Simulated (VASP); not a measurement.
Consider the following.

```xyz
4
Lattice="3.1935 0.0000 0.0000 -1.5968 2.7657 0.0000 0.0000 0.0000 5.3364" Properties=species:S:1:pos:R:3 pbc="T T T"
B      0.0000     0.0000     0.0000
B      0.0000     0.0000     2.6682
As     0.0000     1.8438     1.3341
As     1.5968     0.9219     4.0023
```

Method: PBEsol GGA, VASP's PBE PAW potentials (set 64) (plane waves; VASP). Settings: 620 eV cut-off, 11×11×6 Γ-centred mesh, first-order Methfessel-Paxton smearing of 0.10 eV, potentials B As.

Q: Estimate the energy per atom (σ→0), pressure, band gap (on the k-mesh) with the smallest direct gap where there is one.

A: 
```
Quantity                                                    Result
------------------------  ----------------------------------------
band gap (on the k-mesh)  none (metal, semimetal or under 0.01 eV)
energy per atom (σ→0)                               -5.156 eV/atom
pressure                                                  5.00 GPa
```

Total energies compare only between runs with the same potentials, cut-off and functional.

The structure was generated: BAs was put into the NiAs type type (P6_3/mmc), which need not be its known phase. It was relaxed first under an external pressure of 5 GPa.
